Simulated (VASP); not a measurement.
A convergence study with VASP on Cr (bcc, AFM order): one setting is varied, all else stays as given below, so the limit is that of these other settings.

```yaml
crystal:
  lattice:
    - [2.88000, 0.00000, 0.00000]
    - [0.00000, 2.88000, 0.00000]
    - [0.00000, 0.00000, 2.88000]
  atoms:
    - { symbol: Cr, position: [0.00000, 0.00000, 0.00000], spin: 1.5 }
    - { symbol: Cr, position: [0.50000, 0.50000, 0.50000], spin: -1.5 }
```

The numbers are results of PBE GGA, VASP's PBE PAW potentials (set 64) (plane waves; VASP 6.6.1), not measurements. The tightest run used: 550 eV cut-off, 18×18×18 Monkhorst-Pack mesh, first-order Methfessel-Paxton smearing of 0.10 eV, potentials Cr_pv.

```json
[
 {"setting": "1×1×1 mesh", "E (eV/atom)": "-13.2801", "pressure (GPa)": "-38.94", "irreducible k-points": "1"},
 {"setting": "2×2×2 mesh", "E (eV/atom)": "-10.4951", "pressure (GPa)": "-23.66", "irreducible k-points": "1"},
 {"setting": "3×3×3 mesh", "E (eV/atom)": "-9.4659", "pressure (GPa)": "-6.58", "irreducible k-points": "4"},
 {"setting": "4×4×4 mesh", "E (eV/atom)": "-9.5464", "pressure (GPa)": "0.07", "irreducible k-points": "4"},
 {"setting": "5×5×5 mesh", "E (eV/atom)": "-9.5197", "pressure (GPa)": "-1.01", "irreducible k-points": "10"},
 {"setting": "6×6×6 mesh", "E (eV/atom)": "-9.5114", "pressure (GPa)": "-3.11", "irreducible k-points": "10"}
]
```

Task: These are the cheaper rows. Estimate the results at 18×18×18 mesh, and how far the last row shown lies from them.

Result: 
```csv
quantity,tightest run,last row shown is off by
E (eV/atom),-9.5291,0.0177
pressure (GPa),-2.46,-0.65
```

Left out are rungs that failed or repeat a setting and relaxations that didn't move; long series are thinned to 24 rows.

The compound is Cr in the bcc, AFM order structure. The cell was not relaxed at this level. The spin order is the one that the start imposed; others were not tried in this run.
